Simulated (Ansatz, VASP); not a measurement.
LaSc: the dispersion correction in 2 programs

The cell as given:

It takes space group Pm-3m (No. 221, cubic). Conventional cell: a = 3.948 Å, b = 3.948 Å, c = 3.948 Å, α = 90.00°, β = 90.00°, γ = 90.00°. Around La (site symmetry m-3m) lie 8 Sc at 3.42 Å. Sc (site symmetry m-3m) has 8 La at 3.42 Å as nearest neighbours.

The cell comes from a database or a generator and needn't be the stable form of this composition.

Kept alike: task relaxation of cell and atoms; functional revPBE; k mesh 7 × 7 × 7; occupations fermi-dirac, width 0.05 eV; no spin polarisation. The mesh is that of the run's cell of 2 atoms. No spin-orbit coupling.

- A: Ansatz, Ansatz PAW, made for PBE, cutoff 420 eV
- B: VASP, PBE PAW files La, Sc_sv, 600 eV, made for PBE

```csv
dispersion correction,A: volume (Å³/atom),B: volume (Å³/atom)
none,31.747,31.805
D3(BJ),28.310,28.440
D4,30.168,30.256
```

Values on potentials made for another functional: all of A; all of B. Values hold for each row's relaxed cell, which stops near the pressure aimed at (zero). Ansatz's stress holds its Pulay term. Programs can differ in the three-body term of D3, and some take D4 from an outside library. For a metal such a mesh leaves the last digits unconverged.

Question: How large is the effect of the dispersion correction, and do the programs agree on it?

Answer: From none to D3(BJ) the volume moves by -3.437 in A, -3.365 in B (Å³/atom). Row by row the programs differ by 0.058 to 0.130, and over this span the shifts, as printed, agree within about 2 %. Shifts from none: D3(BJ) -3.437, -3.365; D4 -1.579, -1.549; the programs' shifts differ by up to 0.072.
